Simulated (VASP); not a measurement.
The system is Ge.

```
Ge
1.0
     0.00000    2.82891    2.82891
     2.82891    0.00000    2.82891
     2.82891    2.82891    0.00000
Ge
2
Direct
  0.00000 0.00000 0.00000
  0.25000 0.25000 0.25000
```

```yaml
Program: VASP 6.6.1
Task: relaxation of cell and atoms
Functional: PBE
Potentials_or_basis: VASP PAW PBE potentials, release 64 (Ge_d)
Cutoff: 600 eV
k_mesh: 10 × 10 × 10
Occupations: gaussian, width 0.03 eV
Spin: no spin polarisation
```

At the start: pressure 3.5 GPa; volume 22.64 Å³/atom.

**Question.** How do energy, volume and symmetry change on relaxing?

**Answer.** Over 5 steps the energy falls by 13.4 meV/atom and the volume is 23.84 Å³/atom (+5.3 %); space group Fd-3m (No. 227, to 0.05 Å).

Step by step:
| step | energy change (eV) | largest force (eV/Å) | pressure (GPa) | volume (Å³) |
| --- | --- | --- | --- | --- |
| 1 | 0.0000 | 0.0000 | 3.54 | 45.28 |
| 2 | -0.0242 | 0.0000 | -1.11 | 48.64 |
| 3 | -0.0269 | 0.0000 | -0.27 | 47.78 |
| 4 | -0.0268 | 0.0000 | 0.23 | 47.60 |
| 5 | -0.0269 | 0.0000 | 0.01 | 47.68 |

Final structure:
```
Ge
1.0
     0.00000    2.87812    2.87812
     2.87812    0.00000    2.87812
     2.87812    2.87812    0.00000
Ge
2
Direct
  0.00000 0.00000 0.00000
  0.25000 0.25000 0.25000
```
